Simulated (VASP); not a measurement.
Shape and ions are relaxed at each volume.

Energy against volume of Co (hcp). Calculation: vdW-DF2, VASP's PBE PAW potentials (set 64) (plane waves; VASP).

| V (Å³/atom) | E (eV/atom) |
|---|---|
| 10.865 | -3.68144 |
| 11.212 | -3.69991 |
| 11.559 | -3.70443 |
| 11.905 | -3.69743 |
| 12.252 | -3.68082 |

**Question.** Fit a third-order Birch-Murnaghan equation of state.

**Answer.** 
The volume per atom comes out as 11.51 Å^3/atom and the bulk modulus comes out as 181 GPa. The pressure derivative of the bulk modulus is 5.20.

Measured: bulk modulus 193 GPa at 0 K (computed value off by -6.1 %), as given by Vázquez-Parga, Fernández-Martínez, Viñes, J. Chem. Theory Comput. (2023), doi:10.1021/acs.jctc.3c00612, Supporting … [zero-point energy and finite temperature contributions removed].

The compound is Co in the hcp structure. It was relaxed first.
